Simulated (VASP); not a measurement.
# Na3AlO3 (P-1) in VASP: further runs

Runs on Na3AlO3. Level: PBE. Tasks: equation of state.

Program: VASP 6.6.1. These are calculated values, not measurements. Logs are shortened: lines on timing, memory, paths and dates and some standing lists are left out, and cuts for length are marked.

## (1) The structure

The typed cell holds 14 atoms: a = 5.591 Å, b = 5.839 Å, c = 6.614 Å, α = 78.65°, β = 87.28°, γ = 68.06°.

The cell was built by a generator and needn't be a form met in nature.

## (2) Equation of state, PBE, 14.02 Å³/atom

The input, INCAR:

```
PREC     = Accurate       # precision mode
ENCUT    = 520            # plane-wave cutoff, eV
EDIFF    = 1E-6           # SCF threshold, eV
ISMEAR   = 0              # smearing method
SIGMA    = 0.03           # smearing width, eV
LREAL    = False          # projectors in reciprocal space
LASPH    = True           # aspherical terms in the spheres
NELM     = 100            # most SCF steps
ALGO     = Normal         # electronic algorithm
ISIF     = 4              # what is computed and relaxed
LWAVE    = False          # write WAVECAR
LCHARG   = False          # write CHGCAR
GGA      = PE             # functional
IBRION   = 2              # ionic algorithm
NSW      = 30             # ionic steps
EDIFFG   = -0.02          # ionic threshold
KPAR     = 8
```

The input, KPOINTS:

```
regular mesh
0
Gamma
  6 6 4
```

The input, POSCAR:

```
Na3AlO3
1.0
    5.5907480000      0.0000000000      0.0000000000
    2.1818670000      5.4163760000      0.0000000000
    0.3141150000      1.2768200000      6.4819460000
Na Al O
6 2 6
Direct
    0.0103380000      0.7357280000      0.5533640000
    0.9896620000      0.2642720000      0.4466360000
    0.0276270000      0.2575920000      0.9104570000
    0.9723730000      0.7424080000      0.0895430000
    0.5055020000      0.7929850000      0.3549450000
    0.4944980000      0.2070150000      0.6450550000
    0.5113200000      0.3569330000      0.1783800000
    0.4886800000      0.6430670000      0.8216200000
    0.2699460000      0.4709270000      0.3527050000
    0.7601270000      0.0685920000      0.2809440000
    0.6456450000      0.5981360000      0.0706750000
    0.2398730000      0.9314080000      0.7190560000
    0.7300540000      0.5290730000      0.6472950000
    0.3543550000      0.4018640000      0.9293250000
```

Potentials or basis: VASP PAW PBE potentials, release 64 (Na_pv, Al, O).

On the command line:

```bash
$ cat potpaw_PBE.64/Na_pv/POTCAR potpaw_PBE.64/Al/POTCAR potpaw_PBE.64/O/POTCAR > POTCAR
$ mpirun -np 8 vasp_std > vasp.out
```

OUTCAR:

```text
PREC = Accurate
   ENCUT = 520
   EDIFF = 1E-6
   ISMEAR = 0
   LREAL = False
   LASPH = True
   NELM = 100
   ISIF = 4
   GGA = PE
   IBRION = 2
   NSW = 30
   EDIFFG = -0.02

 ion  position               nearest neighbor table
   1  0.010  0.736  0.553-   9 2.28  13 2.31
   2  0.990  0.264  0.447-  13 2.28   9 2.31
   3  0.028  0.258  0.910-  14 2.30  13 2.35   8 3.01
   4  0.972  0.742  0.090-  11 2.30   9 2.35   7 3.01
   5  0.506  0.793  0.355-  13 2.30  11 2.34   7 2.99   8 3.05
   6  0.494  0.207  0.645-   9 2.30  14 2.34   8 2.99   7 3.05
   7  0.511  0.357  0.178-   9 1.75  10 1.77  14 1.83  11 1.84   8 2.59   5 2.99   4 3.01   6 3.05

   8  0.489  0.643  0.822-  13 1.75  12 1.77  11 1.83  14 1.84   7 2.59   6 2.99   3 3.01   5 3.05

   9  0.270  0.471  0.353-   7 1.75   1 2.28   6 2.30   2 2.31   4 2.35
  10  0.760  0.069  0.281-   7 1.77
  11  0.646  0.598  0.071-   8 1.83   7 1.84   4 2.30   5 2.34
  12  0.240  0.931  0.719-   8 1.77
  13  0.730  0.529  0.647-   8 1.75   2 2.28   5 2.30   1 2.31   3 2.35
  14  0.354  0.402  0.929-   7 1.83   8 1.84   3 2.30   6 2.34

  LATTYP: Found a triclinic cell.
 ALAT       =     5.8393212430
 B/A-ratio  =     1.9949775788
 C/A-ratio  =     2.8341579869
 COS(alpha) =     0.0044885072
 COS(beta)  =     0.6839459983
 COS(gamma) =     0.7114535543

  Lattice vectors:

 A1 = (  -2.1818670000,  -5.4163760000,   0.0000000000)
 A2 = (   1.5411290000,  -9.5559320000,   6.4819460000)
 A3 = ( -13.6774780000,  -6.6931960000,  -6.4819460000)

Analysis of symmetry for initial positions (statically):
=====================================================================
 Subroutine PRICEL returns:
 Original cell was already a primitive cell.

 Routine SETGRP: Setting up the symmetry group for a
 triclinic supercell.

 Subroutine GETGRP returns: Found  2 space group operations
 (whereof  2 operations were pure point group operations)
 out of a pool of  2 trial point group operations.

The static configuration has the point symmetry S_2 .

Analysis of symmetry for dynamics (positions and initial velocities):
=====================================================================
 Subroutine PRICEL returns:
 Original cell was already a primitive cell.

 Routine SETGRP: Setting up the symmetry group for a
 triclinic supercell.

 Subroutine GETGRP returns: Found  2 space group operations
 (whereof  2 operations were pure point group operations)
 out of a pool of  2 trial point group operations.

The dynamic configuration has the point symmetry S_2 .

 Subroutine INISYM returns: Found  2 space group operations
 (whereof  2 operations are pure point group operations),
 and found     1 'primitive' translations

----------------------------------------------------------------------------------------

                                     Primitive cell

  volume of cell :     196.2837

  direct lattice vectors                    reciprocal lattice vectors
     5.590748000  0.000000000  0.000000000     0.178866942 -0.072052583  0.005525098
     2.181867000  5.416376000  0.000000000     0.000000000  0.184625292 -0.036367669
     0.314115000  1.276820000  6.481946000     0.000000000  0.000000000  0.154274658

  length of vectors
     5.590748000  5.839321243  6.613967152     0.192913153  0.188173074  0.154274658

  position of ions in fractional coordinates (direct lattice)
     0.010338000  0.735728000  0.553364000
     0.989662000  0.264272000  0.446636000
     0.027627000  0.257592000  0.910457000
     0.972373000  0.742408000  0.089543000
     0.505502000  0.792985000  0.354945000
     0.494498000  0.207015000  0.645055000
     0.511320000  0.356933000  0.178380000
     0.488680000  0.643067000  0.821620000
     0.269946000  0.470927000  0.352705000
     0.760127000  0.068592000  0.280944000
     0.645645000  0.598136000  0.070675000
     0.239873000  0.931408000  0.719056000
     0.730054000  0.529073000  0.647295000
     0.354355000  0.401864000  0.929325000

  ion indices of the primitive-cell ions
   primitive index   ion index
                 1           1
                 2           2
                 3           3
                 4           4
                 5           5
                 6           6
                 7           7
                 8           8
                 9           9
                10          10
                11          11
                12          12
                13          13
                14          14

----------------------------------------------------------------------------------------

 KPOINTS: regular mesh

Automatic generation of k-mesh.
 Grid dimensions read from file:
 generate k-points for:    6    6    4

 Generating k-lattice:

  Cartesian coordinates                     Fractional coordinates (reciprocal lattice)
     0.029811157 -0.012008764  0.000920850     0.166666667  0.000000000 -0.000000000
     0.000000000  0.030770882 -0.006061278     0.000000000  0.166666667  0.000000000
     0.000000000  0.000000000  0.038568664     0.000000000  0.000000000  0.250000000

  Length of vectors
     0.032152192  0.031362179  0.038568664

  Shift w.r.t. Gamma in fractional coordinates (k-lattice)
     0.000000000  0.000000000  0.000000000

 Subroutine IBZKPT returns following result:
 ===========================================

 Found     76 irreducible k-points:

 Following reciprocal coordinates:
            Coordinates               Weight
  0.000000  0.000000  0.000000      1.000000
  0.166667  0.000000  0.000000      2.000000
  0.333333  0.000000 -0.000000      2.000000
  0.500000  0.000000 -0.000000      1.000000
  0.000000  0.166667  0.000000      2.000000
  0.166667  0.166667 -0.000000      2.000000
[... 16 lines left out ...]
  0.333333  0.000000  0.250000      2.000000
  0.500000  0.000000  0.250000      2.000000
 [... further k-points ...]
   k-points           NKPTS =     76   k-points in BZ     NKDIM =     76   number of bands    NBANDS=     50
   number of dos      NEDOS =    301   number of ions     NIONS =     14
   total plane-waves  NPLWV = 100800
   dimension x,y,z NGX =    42 NGY =   48 NGZ =   50
   dimension x,y,z NGXF=    84 NGYF=   96 NGZF=  100
   ions per type =               6   2   6
   NGX,Y,Z   is equivalent  to a cutoff of  12.49, 13.67, 12.57 a.u.
   NGXF,Y,Z  is equivalent  to a cutoff of  24.98, 27.33, 25.14 a.u.
 SYSTEM =  unknown system
   PREC   = accura    normal or accurate (medium, high low for compatibility)
   ISTART =      0    job   : 0-new  1-cont  2-samecut
   ICHARG =      2    charge: 1-file 2-atom 10-const
   ISPIN  =      1    spin polarized calculation?
   LNONCOLLINEAR =      F non collinear calculations
   LSORBIT =      F    spin-orbit coupling
   LASPH  =      T    aspherical Exc in radial PAW
   ENCUT  =  520.0 eV  38.22 Ry    6.18 a.u.  10.40 10.86 12.30*2*pi/ulx,y,z
   NELM   =    100;   NELMIN=  2; NELMDL= -5     # of ELM steps
   EDIFF  = 0.1E-05   stopping-criterion for ELM
   LREAL  =      F    real-space projection
   EDIFFG = -.2E-01   stopping-criterion for IOM
   NSW    =     30    number of steps for IOM
   IBRION =      2    ionic relax: 0-MD 1-quasi-New 2-CG
   NFREE  =      1    steps in history (QN), initial steepest desc. (CG)
   ISIF   =      4    stress and relaxation
   ISYM   =      2    0-nonsym 1-usesym 2-fastsym
   POTIM  = 0.5000    time-step for ionic-motion
   TEBEG  =    0.0;   TEEND  =   0.0 temperature during run
   PSTRESS=    0.0 pullay stress
   NELECT =      84.0000    total number of electrons
   NUPDOWN=      -1.0000    fix difference up-down
   EMIN   =  10.00;   EMAX   =-10.00  energy-range for DOS
   EFERMI =   0.00;   METHOD = LEGACY
   ISMEAR =     0;   SIGMA  =   0.03  broadening in eV -4-tet -1-fermi 0-gaus
   EFERMI_NEDOS =   21; number of points for ismear=-14 and -15
   IALGO  =     38    algorithm
   IMIX   =      4    mixing-type and parameters
     AMIX     =   0.40;   BMIX     =  1.00
     AMIX_MAG =   1.60;   BMIX_MAG =  1.00
  volume/ion in A,a.u.               =      14.02        94.61
  Fermi-wavevector in a.u.,A,eV,Ry     =   1.233691  2.331339 20.707993  1.521995
  Thomas-Fermi vector in A             =   2.368412
   LORBIT       =      0    0 simple, 1 ext, 2 COOP (PROOUT), +10 PAW based schemes
   GGA     = PE    functional components
   LHFCALC =     F    Hartree Fock is set to
   AEXX    =    0.0000 exact exchange contribution
   IVDW    =     0    specifies the selected vdW correction
   LEPSILON=     F    determine dielectric tensor
   LRPA    =     F    only Hartree local field effects (RPA)
 conjugate gradient relaxation of ions
 non-spin polarized calculation
 Gauss-broadening in eV      SIGMA  =   0.03
  energy-cutoff  :      520.00
  volume of cell :      196.28
 maximum number of plane-waves:      5303
 NGX is ok and might be reduce to    42
   NGX = 21   NGY = 21   NGZ = 25

 number of electron      84.0000004 magnetization

 Free energy of the ion-electron system (eV)
  ---------------------------------------------------
  ext. energy  EPLUGINS =         0.00000000
  ---------------------------------------------------
  free energy    TOTEN  =       -73.25660560 eV

  energy without entropy =      -73.25660560  energy(sigma->0) =      -73.25660560

 E-fermi :   1.1342     XC(G=0):  -8.8621

 val. band max:        0.9768774920   @ k =   0.5000   0.5000  -0.0000
 cond. band min:       3.3347299600   @ k =   0.0000   0.0000   0.0000
 fundamental gap:      2.3578524680
 Fermi energy:         1.1341624489

 k-point     1 :       0.0000    0.0000    0.0000
  band No.  band energies     occupation
      1     -20.9550      2.00000
      2     -20.9533      2.00000
      3     -20.8969      2.00000
      4     -20.8836      2.00000
      5     -20.8668      2.00000
      6     -20.8505      2.00000
[... 42 lines left out ...]
     49       9.4326      0.00000
     50      10.0202      0.00000

 k-point     2 :       0.1667    0.0000    0.0000
  band No.  band energies     occupation
      1     -20.9530      2.00000
      2     -20.9512      2.00000
      3     -20.8989      2.00000
      4     -20.8839      2.00000
      5     -20.8638      2.00000
      6     -20.8518      2.00000
[... 42 lines left out ...]
     49       9.3761      0.00000
     50       9.8586      0.00000

 k-point     3 :       0.3333    0.0000   -0.0000
  band No.  band energies     occupation
      1     -20.9489      2.00000
      2     -20.9467      2.00000
      3     -20.9022      2.00000
      4     -20.8839      2.00000
      5     -20.8623      2.00000
      6     -20.8533      2.00000
[... 1102 lines left out ...]
     49       9.2765      0.00000
     50       9.7204      0.00000

 k-point    24 :       0.5000    0.0000    0.2500
  band No.  band energies     occupation
      1     -20.9464      2.00000
      2     -20.9445      2.00000
      3     -20.9054      2.00000
      4     -20.8787      2.00000
      5     -20.8663      2.00000
      6     -20.8583      2.00000
[... 42 lines left out ...]
     49       9.0995      0.00000
     50       9.4792      0.00000

 [... further k-points ...]

------------------------ aborting loop because EDIFF is reached ----------------------------------------

  FORCE on cell =-STRESS in cart. coord.  units (eV):
  Direction    XX          YY          ZZ          XY          YZ          ZX
  --------------------------------------------------------------------------------------
  -------------------------------------------------------------------------------------
  Total        0.0051443      0.0157945      0.0262451      0.0268504      0.0028678     -0.0385330
  in kB        0.0419907      0.1289237      0.2142273      0.2191677      0.0234089     -0.3145278
  external PRESSURE =       0.1283806 kB  Pullay stress =       0.0000000 kB

 VOLUME and BASIS-vectors are now :
 -----------------------------------------------------------------------------
  energy-cutoff  :      520.00
  volume of cell :      196.28
      direct lattice vectors                 reciprocal lattice vectors
     5.590748000  0.000000000  0.000000000     0.178866942 -0.072052583  0.005525098
     2.181867000  5.416376000  0.000000000     0.000000000  0.184625292 -0.036367669
     0.314115000  1.276820000  6.481946000     0.000000000  0.000000000  0.154274658

 POSITION                                       TOTAL-FORCE (eV/Angst)
 -----------------------------------------------------------------------------------
      1.83688      4.69153      3.58688         0.001379      0.001973     -0.006855
      6.24985      2.00167      2.89507        -0.001379     -0.001973      0.006855
      1.00248      2.55770      5.90153         0.000532      0.005422      0.001546
      7.08425      4.13549      0.58041        -0.000532     -0.005422     -0.001546
      4.66782      4.74831      2.30073         0.000905     -0.005985      0.006035
      3.41891      1.94489      4.18121        -0.000905      0.005985     -0.006035
      3.69347      2.16104      1.15625         0.000953      0.001937      0.002219
      4.39326      4.53215      5.32570        -0.000953     -0.001937     -0.002219
      2.64749      3.00106      2.28621         0.001263      0.004235     -0.003298
      4.48759      0.73023      1.82106        -0.005930      0.008312      0.000522
      4.93689      3.32997      0.45811         0.004068      0.000982      0.002745
      3.59914      5.96296      4.66088         0.005930     -0.008312     -0.000522
      5.43924      3.69214      4.19573        -0.001263     -0.004235      0.003298
      3.14984      3.36323      6.02383        -0.004068     -0.000982     -0.002745
 -----------------------------------------------------------------------------------
    total drift:                                0.000000      0.000000      0.000000

  FREE ENERGIE OF THE ION-ELECTRON SYSTEM (eV)
  ---------------------------------------------------
  free  energy   TOTEN  =       -73.2566055987 eV

  energy  without entropy=      -73.2566055987  energy(sigma->0) =      -73.25660560

 reached required accuracy - stopping structural energy minimisation
```

Run time: 68 s. Hardware: 8 MPI ranks of Intel Xeon 6975P-C (Granite Rapids), shared host; peak memory 0.68 GiB.

What came out:

```
Free energy            : -73.2566 eV
Pressure               : 0.0 GPa
Largest force          : 0.010 eV/Å
Band gap on the k mesh : 2.36 eV, indirect (least direct gap 2.51 eV)
```

## (3) Equation of state, PBE, 13.60 Å³/atom (volume scaled by 0.97)

INCAR is that of step 2.

KPOINTS is that of step 2.

POSCAR, as its differences from that of step 2:

```diff
@@ -2,5 +2,5 @@
 1.0
-    5.5907480000      0.0000000000      0.0000000000
-    2.1818670000      5.4163760000      0.0000000000
-    0.3141150000      1.2768200000      6.4819460000
+    5.5342719367      0.0000000000      0.0000000000
+    2.1598264325      5.3616613905      0.0000000000
+    0.3109419043      1.2639219464      6.4164673212
 Na Al O
```

Potentials or basis: VASP PAW PBE potentials, release 64 (Na_pv, Al, O).

On the command line:

```bash
$ cat potpaw_PBE.64/Na_pv/POTCAR potpaw_PBE.64/Al/POTCAR potpaw_PBE.64/O/POTCAR > POTCAR
$ mpirun -np 8 vasp_std > vasp.out
```

Wall time 6.6 min (8 MPI ranks of Intel Xeon 6975P-C (Granite Rapids), shared host); peak memory 0.72 GiB.

Results (log left out):

```yaml
Free_energy: -73.2215 eV
Pressure: 1.7 GPa
Largest_force: 0.014 eV/Å
Band_gap_on_the_k_mesh: 2.44 eV, indirect (least direct gap 2.59 eV)
```

## (4) Equation of state, PBE, 14.44 Å³/atom (volume scaled by 1.03)

INCAR is that of step 3.

KPOINTS is that of step 3.

POSCAR, as its differences from that of step 3:

```diff
@@ -2,5 +2,5 @@
 1.0
-    5.5342719367      0.0000000000      0.0000000000
-    2.1598264325      5.3616613905      0.0000000000
-    0.3109419043      1.2639219464      6.4164673212
+    5.6461055408      0.0000000000      0.0000000000
+    2.2034710486      5.4700069730      0.0000000000
+    0.3172252518      1.2894626044      6.5461278572
 Na Al O
```

On the command line:

```bash
$ cat potpaw_PBE.64/Na_pv/POTCAR potpaw_PBE.64/Al/POTCAR potpaw_PBE.64/O/POTCAR > POTCAR
$ mpirun -np 8 vasp_std > vasp.out
```

It took 8.7 min on 8 MPI ranks of Intel Xeon 6975P-C (Granite Rapids), shared host; peak memory 0.75 GiB.

The run converged. Its results:

```
Free energy            : -73.2355 eV
Pressure               : -1.4 GPa
Largest force          : 0.019 eV/Å
Band gap on the k mesh : 2.28 eV, indirect (least direct gap 2.43 eV)
```

## (5) Equation of state, PBE, 13.18 Å³/atom (volume scaled by 0.94)

INCAR is that of step 4.

KPOINTS is that of step 4.

POSCAR, as its differences from that of step 4:

```diff
@@ -2,5 +2,5 @@
 1.0
-    5.6461055408      0.0000000000      0.0000000000
-    2.2034710486      5.4700069730      0.0000000000
-    0.3172252518      1.2894626044      6.5461278572
+    5.4766190781      0.0000000000      0.0000000000
+    2.1373266043      5.3058066892      0.0000000000
+    0.3077026905      1.2507551353      6.3496242590
 Na Al O
```

On the command line:

```bash
$ cat potpaw_PBE.64/Na_pv/POTCAR potpaw_PBE.64/Al/POTCAR potpaw_PBE.64/O/POTCAR > POTCAR
$ mpirun -np 8 vasp_std > vasp.out
```

Wall time 12 min (8 MPI ranks of Intel Xeon 6975P-C (Granite Rapids), shared host); peak memory 0.69 GiB.

It converged, with:

```yaml
Free_energy: -73.1233 eV
Pressure: 3.5 GPa
Largest_force: 0.018 eV/Å
Band_gap_on_the_k_mesh: 2.54 eV, indirect (least direct gap 2.69 eV)
```
